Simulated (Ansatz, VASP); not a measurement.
## One calculation of MgCd2Se3, two programs

```
Mg Cd Se
1.0
     4.13302    0.00000    0.00000
    -2.06651    3.57930    0.00000
     0.00000    0.00000   10.12379
Mg Cd Se
1 2 3
Cartesian
  0.0000 0.0000 5.0619
  0.0000 2.3862 1.6873
  2.0665 1.1931 8.4365
  2.0665 1.1931 3.3746
  0.0000 2.3862 6.7492
  0.0000 0.0000 0.0000
```

Alike in both runs: task single point; functional PBE; k mesh 6 × 6 × 2; occupations gaussian, width 0.1 eV; no spin polarisation.

|  | VASP | Ansatz |
| --- | --- | --- |
| version | VASP 6.6.1 | Ansatz 0.2.0 |
| potentials or method | VASP PAW PBE potentials, release 64 (Mg, Cd, Se) | scalar-relativistic, plane waves, PAW |
| plane-wave cutoff (eV) | 520 | 420 |
| valence electrons in the cell | 44 | 98 |

Ansatz gave:

| Item | Value |
| --- | --- |
| gap on the k mesh at the Fermi level (eV) | 0.18 |
| least direct gap on the mesh (eV) | 0.42 |
| pressure (GPa) | -4.4 |
| largest component of the traceless stress (GPa) | 0.07 |
| rms of the force components (eV/Å) | 0.114 |

Question: What did VASP give for the same quantities?

Answer: gap on the k mesh at the Fermi level (eV): 0.17; least direct gap on the mesh (eV): 0.41; pressure (GPa): -4.3; largest component of the traceless stress (GPa): 0.07; rms of the force components (eV/Å): 0.124.

Atom by atom the forces differ by 0.010 eV/Å (rms over components). The two sets of potentials don't hold the same shells in valence.
